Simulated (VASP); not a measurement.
All values below come from r2SCAN meta-GGA, VASP's PBE PAW potentials (set 64) (plane waves; VASP 6.6.1).

VASP input:

KPOINTS:
```
Automatic mesh
0
Gamma
 10 10 4
0 0 0
```

### INCAR
```
# general
SYSTEM  = BN
PREC    = Accurate
ENCUT   = 600   # plane-wave cut-off (eV)
LREAL   = .FALSE.   # projection in real space or not
LASPH   = .TRUE.

# electronic loop
EDIFF   = 1E-7   # SCF stop (eV)
NELM    = 100   # most electronic steps
ALGO    = Normal   # blocked Davidson
LMIXTAU = .TRUE.

# smearing
ISMEAR  = 0   # Gaussian
SIGMA   = 0.05   # width (eV)

# functional
METAGGA = R2SCAN

# ions
ISIF    = 2   # forces and stress, cell fixed

# output
LWAVE   = .FALSE.
LCHARG  = .FALSE.
```

### POSCAR
```
BN
1
    1.2760723281    -2.2102225022     0.0000000000
    1.2760723281     2.2102225022     0.0000000000
    0.0000000000     0.0000000000     6.8511392897
B N
2 2
Direct
  0.3333330000   0.6666670000   0.2500000000
  0.6666670000   0.3333330000   0.7500000000
  0.6666670000   0.3333330000   0.2500000000
  0.3333330000   0.6666670000   0.7500000000
```

POTCAR, in this order: B N (PBE.64 set). Program: vasp_std.

Q: What does the run give for the energy per atom (σ→0), pressure?

A: 
- energy per atom (σ→0) = -9627 meV/atom
- pressure = -12.93 GPa

**OSZICAR**
```
...
DAV:  16    -0.385086218796E+02   -0.36546E-04   -0.12676E-05  1208   0.465E-02    0.491E-03
DAV:  17    -0.385086367977E+02   -0.14918E-04   -0.54433E-06  1164   0.242E-02    0.222E-03
DAV:  18    -0.385086439478E+02   -0.71502E-05   -0.15323E-06  1116   0.162E-02    0.171E-03
DAV:  19    -0.385086460484E+02   -0.21006E-05   -0.92356E-07  1172   0.117E-02    0.688E-04
DAV:  20    -0.385086461638E+02   -0.11537E-06   -0.54225E-08   928   0.337E-03    0.644E-04
DAV:  21    -0.385086462713E+02   -0.10750E-06   -0.44578E-08   792   0.264E-03    0.429E-04
DAV:  22    -0.385086462755E+02   -0.42542E-08   -0.56115E-09   632   0.953E-04
   1 F= -.38508646E+02 E0= -.38508646E+02  d E =-.414854E-20
```

The compound is BN in the hex structure. This cell was strained or had an atom moved on purpose.
